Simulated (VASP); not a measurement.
Calculation: PBEsol GGA, VASP's PBE PAW potentials (set 64) (plane waves; VASP).

Input for VASP

File KPOINTS:
```
K-points
0
G
8 8 6
```

**INCAR**
```
LWAVE  =  F
LMAXMIX  =  4   ! l cut-off of mixed one-centre charges
NELM  =  100
SIGMA  =  0.1
GGA  =  PS
EDIFF  =  1E-7   ! SCF stop (eV)
PREC  =  Accurate
LCHARG  =  F
LASPH  =  T   ! aspherical one-centre terms
ISMEAR  =  1
ENCUT  =  480   ! plane-wave cut-off (eV)
ALGO  =  Normal
ISIF  =  2
SYSTEM  =  NiSb
LREAL  =  F   ! projection in real space or not
```

POSCAR:
```
NiSb
10.1509420
  0.1928371273  -0.3340037179   0.0000000000
  0.1928371273   0.3340037179   0.0000000000
  0.0000000000   0.0000000000   0.5000000189
Ni Sb
2 2
Cart
  0.0000000000   0.0000000000   0.2500000094
  0.0000000000   0.0000000000   0.0000000000
  0.1928371273   0.1113347953   0.1250000047
  0.1928371273  -0.1113347953   0.3750000141
```

POTCAR, in this order: Ni Sb (PBE.64 set). Program: vasp_std.

The resulting files:

OUTCAR:
```
 ion  position               nearest neighbor table
   1  0.000  0.000  0.500-   2 2.54   2 2.54   4 2.59   3 2.59   4 2.59   3 2.59   4 2.59   3 2.59
  LATTYP: Found a hexagonal cell.
 ALAT       =     3.9149571282
 C/A-ratio  =     1.2964308485
 Subroutine PRICEL returns:
 Original cell was already a primitive cell.
 Subroutine GETGRP returns: Found 24 space group operations
The static configuration has the point symmetry D_3d.
 The point group associated with its full space group is D_6h.
The dynamic configuration has the point symmetry D_3d.
 Subroutine INISYM returns: Found 24 space group operations
 Subroutine IBZKPT returns following result:
 Found     40 irreducible k-points:

 Following reciprocal coordinates:
            Coordinates               Weight
  0.000000  0.000000  0.000000      1.000000
  0.125000  0.000000  0.000000      6.000000
  0.250000  0.000000  0.000000      6.000000
  0.375000  0.000000  0.000000      6.000000
  0.500000  0.000000  0.000000      3.000000
  0.125000  0.125000  0.000000      6.000000
  0.250000  0.125000  0.000000     12.000000
  0.375000  0.125000  0.000000     12.000000
  0.250000  0.250000  0.000000      6.000000
  0.375000  0.250000  0.000000      6.000000
  0.000000  0.000000  0.166667      2.000000
  0.125000  0.000000  0.166667     12.000000
  0.250000  0.000000  0.166667     12.000000
  0.375000  0.000000  0.166667     12.000000
  0.500000  0.000000  0.166667      6.000000
  0.125000  0.125000  0.166667     12.000000
  0.250000  0.125000  0.166667     24.000000
  0.375000  0.125000  0.166667     24.000000
  0.250000  0.250000  0.166667     12.000000
  0.375000  0.250000  0.166667     12.000000
  0.000000  0.000000  0.333333      2.000000
  0.125000  0.000000  0.333333     12.000000
  0.250000  0.000000  0.333333     12.000000
  0.375000  0.000000  0.333333     12.000000
  0.500000  0.000000  0.333333      6.000000
  0.125000  0.125000  0.333333     12.000000
  0.250000  0.125000  0.333333     24.000000
  0.375000  0.125000  0.333333     24.000000
  0.250000  0.250000  0.333333     12.000000
  0.375000  0.250000  0.333333     12.000000
  0.000000  0.000000  0.500000      1.000000
  0.125000  0.000000  0.500000      6.000000
  0.250000  0.000000  0.500000      6.000000
  0.375000  0.000000  0.500000      6.000000
  0.500000  0.000000  0.500000      3.000000
  0.125000  0.125000  0.500000      6.000000
  0.250000  0.125000  0.500000     12.000000
  0.375000  0.125000  0.500000     12.000000
  0.250000  0.250000  0.500000      6.000000
  0.375000  0.250000  0.500000      6.000000
   k-points           NKPTS =     40   k-points in BZ     NKDIM =     40   number of bands    NBANDS=     19
   number of dos      NEDOS =    301   number of ions     NIONS =      4
   total plane-waves  NPLWV =  28224
   dimension x,y,z NGX =    28 NGY =   28 NGZ =   36
   dimension x,y,z NGXF=    56 NGYF=   56 NGZF=   72
   ions per type =               2   2
   PREC   = accura    normal or accurate (medium, high low for compatibility)
   ISTART =      0    job   : 0-new  1-cont  2-samecut
   ICHARG =      2    charge: 1-file 2-atom 10-const
   ISPIN  =      1    spin polarized calculation?
   LNONCOLLINEAR =      F non collinear calculations
   LSORBIT =      F    spin-orbit coupling
   INIWAV =      1    electr: 0-lowe 1-rand  2-diag
   ENCUT  =  480.0 eV  35.28 Ry    5.94 a.u.   6.99  6.99  9.07*2*pi/ulx,y,z
   NELM   =    100;   NELMIN=  2; NELMDL= -5     # of ELM steps
   EDIFF  = 0.1E-06   stopping-criterion for ELM
   LREAL  =      F    real-space projection
   NLSPLINE    = F    spline interpolate recip. space projectors
...
```

### OSZICAR
```
       N       E                     dE             d eps       ncg     rms          rms(c)
DAV:   1     0.162656089449E+03    0.16266E+03   -0.12032E+04  1520   0.154E+03
DAV:   2    -0.151215012644E+02   -0.17778E+03   -0.17290E+03  1532   0.316E+02
DAV:   3    -0.241632864366E+02   -0.90418E+01   -0.87142E+01  1727   0.870E+01
DAV:   4    -0.244395328666E+02   -0.27625E+00   -0.27406E+00  1717   0.142E+01
DAV:   5    -0.244488995685E+02   -0.93667E-02   -0.93646E-02  1784   0.279E+00    0.146E+01
DAV:   6    -0.275355941013E+02   -0.30867E+01   -0.43801E+01  1660   0.120E+02    0.187E+01
DAV:   7    -0.226936791176E+02    0.48419E+01   -0.15681E+01  1649   0.833E+01    0.415E+00
DAV:   8    -0.227402338678E+02   -0.46555E-01   -0.18415E+00  2066   0.128E+01    0.268E+00
DAV:   9    -0.226776756804E+02    0.62558E-01   -0.25093E-01  1722   0.876E+00    0.626E-01
DAV:  10    -0.226781858654E+02   -0.51019E-03   -0.78421E-03  1637   0.856E-01    0.499E-01
DAV:  11    -0.226775673900E+02    0.61848E-03   -0.62500E-04  1678   0.239E-01    0.152E-01
DAV:  12    -0.226773071811E+02    0.26021E-03   -0.69690E-04  2018   0.472E-01    0.411E-02
DAV:  13    -0.226773121269E+02   -0.49458E-05   -0.73833E-05  1586   0.601E-02    0.384E-02
DAV:  14    -0.226773117832E+02    0.34372E-06   -0.39643E-06  1668   0.218E-02    0.579E-03
DAV:  15    -0.226773115845E+02    0.19865E-06   -0.28953E-07  1235   0.775E-03    0.173E-03
DAV:  16    -0.226773114312E+02    0.15338E-06   -0.88941E-08   829   0.261E-03    0.118E-03
DAV:  17    -0.226773113536E+02    0.77533E-07   -0.95883E-08   799   0.563E-03
   1 F= -.22677311E+02 E0= -.22677317E+02  d E =0.161977E-04
```

OUTCAR:
```
------------------------ aborting loop because EDIFF is reached ----------------------------------------
  FORCE on cell =-STRESS in cart. coord.  units (eV):
  Direction    XX          YY          ZZ          XY          YZ          ZX
  --------------------------------------------------------------------------------------
  Total        0.0259809      0.0259809      0.0560976      0.0000000      0.0000000      0.0000000
  in kB        0.6178786      0.6178786      1.3341174      0.0000000      0.0000000      0.0000000
  external PRESSURE =       0.8566249 kB  Pullay stress =       0.0000000 kB
  volume of cell :       67.37
      direct lattice vectors                 reciprocal lattice vectors
     1.957478494 -3.390452368  0.000000000     0.255430648 -0.147472946  0.000000000
     1.957478494  3.390452368  0.000000000     0.255430648  0.147472946  0.000000000
     0.000000000  0.000000000  5.075471192     0.000000000  0.000000000  0.197026042
 POSITION                                       TOTAL-FORCE (eV/Angst)
 -----------------------------------------------------------------------------------
      0.00000      0.00000      2.53774         0.000000     -0.000000      0.000000
      0.00000      0.00000      0.00000         0.000000     -0.000000      0.000000
      1.95748      1.13015      1.26887         0.000000      0.000000     -0.000000
      1.95748     -1.13015      3.80660        -0.000000     -0.000000      0.000000
 -----------------------------------------------------------------------------------
    total drift:                                0.000000      0.000000      0.000000
  FREE ENERGIE OF THE ION-ELECTRON SYSTEM (eV)
  ---------------------------------------------------
  free  energy   TOTEN  =       -22.6773113536 eV

  energy  without entropy=      -22.6773275513  energy(sigma->0) =      -22.67731675
```
(Selected blocks of OUTCAR.)

**OUTCAR**
```
 val. band max:       10.1826723085   @ k =   0.3750   0.0000   0.1667

 cond. band min:      10.2160125451   @ k =   0.2500   0.0000   0.3333


 Fermi energy:        10.1909925471

 k-point     1 :       0.0000    0.0000    0.0000
  band No.  band energies     occupation
      1      -3.0199      2.00000
      2       1.6914      2.00000
      3       3.7736      2.00000
      4       6.0931      2.00000
      5       6.0931      2.00000
      6       6.8708      2.00000
      7       7.4869      2.00000
      8       7.4869      2.00000
      9       7.9678      2.00000
     10       7.9678      2.00000
     11       8.7837      2.00000
     12       8.7837      2.00000
     13      10.1354      1.79865
     14      10.6962     -0.00000
     15      10.6963     -0.00000
     16      12.6382      0.00000
     17      12.6383      0.00000
     18      13.2006      0.00000
     19      14.2577      0.00000

 k-point     2 :       0.1250    0.0000    0.0000
  band No.  band energies     occupation
      1      -2.8209      2.00000
      2       1.6716      2.00000
      3       3.9969      2.00000
      4       6.0414      2.00000
      5       6.1362      2.00000
      6       6.7885      2.00000
      7       7.3347      2.00000
      8       7.4063      2.00000
      9       7.8503      2.00000
     10       8.0037      2.00000
     11       8.7730      2.00000
     12       8.7852      2.00000
     13       9.4775      2.00000
     14      10.0682      2.07091
     15      10.0684      2.07092
     16      11.8551     -0.00000
     17      13.2058      0.00000
     18      13.8984      0.00000
     19      14.6576      0.00000

 k-point     3 :       0.2500    0.0000    0.0000
  band No.  band energies     occupation
      1      -2.2368      2.00000
      2       1.5250      2.00000
      3       4.6466      2.00000
      4       5.5045      2.00000
      5       6.2561      2.00000
      6       6.5313      2.00000
      7       7.1142      2.00000
...
```

Unless said otherwise, spin-orbit coupling is left out, though it shifts the bands of the heavy elements here.

The compound is NiSb in the NiAs type structure. It was relaxed first. The run is not spin-polarised, so no magnetic state was tried.
